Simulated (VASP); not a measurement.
Level of theory: vdW-DF-cx, VASP's PBE PAW potentials (set 64) (plane waves; VASP).

Input for VASP

**POSCAR**
```
Zr
1
    1.5928995241    -2.7589828550     0.0000000000
    1.5928995241     2.7589828550     0.0000000000
    0.0000000000     0.0000000000     5.1346949975
Zr
2
Direct
  0.3333330000   0.6666670000   0.2500000000
  0.6666670000   0.3333330000   0.7500000000
```

### INCAR
```
SYSTEM = Zr
PREC = Accurate
ENCUT = 520
EDIFF = 1E-7
NELM = 100
ALGO = Normal
LREAL = .FALSE.
LASPH = .TRUE.
ISMEAR = -5
GGA = CX
LUSE_VDW = .TRUE.
AGGAC = 0.0
LMAXMIX = 4
LWAVE = .FALSE.
LCHARG = .TRUE.
LORBIT = 11
NEDOS = 601
ISIF = 2
```

File KPOINTS:
```
Automatic mesh
0
Gamma
15 15 8
0 0 0
```

POTCAR, in this order: Zr_sv (PBE.64 set). Program: vasp_std.

What VASP printed:

OSZICAR:
```
       N       E                     dE             d eps       ncg     rms          rms(c)
DAV:   1     0.223503564845E+03    0.22350E+03   -0.13716E+04  4320   0.149E+03
DAV:   2     0.125688167090E+01   -0.22225E+03   -0.22048E+03  5496   0.416E+02
DAV:   3    -0.128556373431E+02   -0.14113E+02   -0.14066E+02  8296   0.789E+01
DAV:   4    -0.130948499286E+02   -0.23921E+00   -0.23926E+00  4640   0.115E+01
DAV:   5    -0.131018425577E+02   -0.69926E-02   -0.69942E-02  6816   0.130E+00    0.157E+01
DAV:   6    -0.125111751215E+02    0.59067E+00   -0.91767E-01  4480   0.848E+00    0.635E+00
DAV:   7    -0.123941581565E+02    0.11702E+00   -0.61189E-01  6104   0.603E+00    0.111E+00
DAV:   8    -0.123994190142E+02   -0.52609E-02   -0.41908E-02  5592   0.178E+00    0.255E-01
DAV:   9    -0.123995144678E+02   -0.95454E-04   -0.14227E-03  5360   0.396E-01    0.400E-02
DAV:  10    -0.123994642292E+02    0.50239E-04   -0.34224E-05  6248   0.475E-02    0.227E-02
DAV:  11    -0.123994636705E+02    0.55867E-06   -0.87355E-06  4768   0.380E-02    0.464E-03
DAV:  12    -0.123994638500E+02   -0.17956E-06   -0.43364E-07  4736   0.533E-03    0.262E-03
DAV:  13    -0.123994636964E+02    0.15368E-06   -0.51774E-08  3000   0.250E-03    0.104E-03
DAV:  14    -0.123994636560E+02    0.40325E-07   -0.18932E-08  2832   0.177E-03
   1 F= -.12399464E+02 E0= -.12399464E+02  d E =0.000000E+00
```

**OUTCAR**
```
------------------------ aborting loop because EDIFF is reached ----------------------------------------
  FORCE on cell =-STRESS in cart. coord.  units (eV):
  Direction    XX          YY          ZZ          XY          YZ          ZX
  --------------------------------------------------------------------------------------
  Total        0.0238720      0.0238720     -0.0578402      0.0000000      0.0000000      0.0000000
  in kB        0.8474580      0.8474580     -2.0533285      0.0000000      0.0000000      0.0000000
  external PRESSURE =      -0.1194708 kB  Pullay stress =       0.0000000 kB
  volume of cell :       45.13
      direct lattice vectors                 reciprocal lattice vectors
     1.592899524 -2.758982855  0.000000000     0.313892994 -0.181226208  0.000000000
     1.592899524  2.758982855  0.000000000     0.313892994  0.181226208  0.000000000
     0.000000000  0.000000000  5.134694997     0.000000000  0.000000000  0.194753535
 POSITION                                       TOTAL-FORCE (eV/Angst)
 -----------------------------------------------------------------------------------
      1.59290      0.91966      1.28367        -0.000000      0.000000      0.000000
      1.59290     -0.91966      3.85102         0.000000     -0.000000      0.000000
 -----------------------------------------------------------------------------------
    total drift:                                0.000135      0.001123     -0.000019
  FREE ENERGIE OF THE ION-ELECTRON SYSTEM (eV)
  ---------------------------------------------------
  free  energy   TOTEN  =       -12.3994636560 eV

  energy  without entropy=      -12.3994636560  energy(sigma->0) =      -12.39946366

 total charge

# of ion       s       p       d       tot
------------------------------------------
    1        2.239   5.957   1.666   9.862
    2        2.239   5.957   1.666   9.862
--------------------------------------------------
tot          4.478  11.913   3.332  19.723
```
(Selected blocks of OUTCAR.)

For a metal the tetrahedron method with Blöchl corrections gives inexact stress and forces.

The compound is Zr in the hcp structure. It was relaxed first.
